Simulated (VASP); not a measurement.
Input:

```
Al2Au
1.0
    0.00000     2.96969     2.96969
    2.96969     0.00000     2.96969
    2.96969     2.96969     0.00000
Al Au
2 1
Cartesian
  1.48485   1.48485   1.48485
  4.45454   4.45454   4.45454
  0.00000   0.00000   0.00000
```

Level of theory: revTPSS meta-GGA, VASP's PBE PAW potentials (set 64) (plane waves; VASP). Numerical set-up: 520 eV cut-off, 9×9×9 Γ-centred mesh, first-order Methfessel-Paxton smearing of 0.10 eV, potentials Al Au.

Unless said otherwise, spin-orbit coupling is left out, though it shifts the bands of the heavy elements here.

Task: Predict the energy per atom (σ→0), pressure, band gap (on the k-mesh) with the smallest direct gap where there is one.

Result: 
```json
{
 "band gap (on the k-mesh)": "none (metal, semimetal or under 0.01 eV)",
 "energy per atom (σ→0)": "8.865 eV/atom",
 "pressure": "40.3 kbar"
}
```

The absolute energy has meaning only against runs of the same code, potentials and settings.

The compound is AuAl2 in the fluorite structure. This cell is one point of a volume scan, at 0.97 of the reference volume. The electron count is odd and the run is not spin-polarised, which forces a metal.
